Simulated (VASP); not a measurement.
Input for VASP

### POSCAR
```
CsI
1.0
  4.8260639680   0.0000000000   0.0000000000
  0.0000000000   4.8260639680   0.0000000000
  0.0000000000   0.0000000000   4.8260639680
Cs I
1 1
Cartesian
  0.0000000000   0.0000000000   0.0000000000
  2.4130319840   2.4130319840   2.4130319840
```

**INCAR**
```
# general
SYSTEM  = CsI
PREC    = Accurate
ENCUT   = 520
LREAL   = F
LASPH   = T

# electronic loop
EDIFF   = 1E-7
NELM    = 100
ALGO    = Normal
LMAXMIX = 4

# smearing
ISMEAR  = -5

# functional
GGA     = RE

# ions
ISIF    = 2

# output
LWAVE   = F
LCHARG  = T
LORBIT  = 11
NEDOS   = 601
```

**KPOINTS**
```
Automatic mesh
0
gamma
 6 6 6
```

POTCAR, in this order: Cs_sv I (PBE.64 set). Program: vasp_std.

### Question
Translate this revPBE calculation to Quantum ESPRESSO's pw.x.

### Answer
One equivalent input (not run):
```
&CONTROL
  calculation = 'scf'
  pseudo_dir = './pseudo'
  outdir = './out'
  tprnfor = .true.
  tstress = .true.
/
&SYSTEM
  ibrav = 0
  nat = 2
  ntyp = 2
  ecutwfc = 70
  occupations = 'tetrahedra'
  input_dft = 'revpbe'
/
&ELECTRONS
  conv_thr = 7.3e-09
  electron_maxstep = 100
/
ATOMIC_SPECIES
  Cs 132.905 Cs.upf
  I 126.904 I.upf
CELL_PARAMETERS angstrom
     4.8260640    0.0000000    0.0000000
     0.0000000    4.8260640    0.0000000
     0.0000000    0.0000000    4.8260640
ATOMIC_POSITIONS crystal
  Cs   0.0000000  0.0000000  0.0000000
  I    0.5000000  0.5000000  0.5000000
K_POINTS automatic
  6 6 6 0 0 0
```
What does not carry over: the potentials are each code's own (VASP's PAW set, PseudoDojo norm-conserving files in pw.x), so ENCUT and ecutwfc are chosen apart and not converted; conv_thr bounds pw.x's estimated SCF error, while EDIFF bounds the energy change between steps.

The compound is CsI in the CsCl type structure. It was relaxed first, which changed the volume by +18 %.
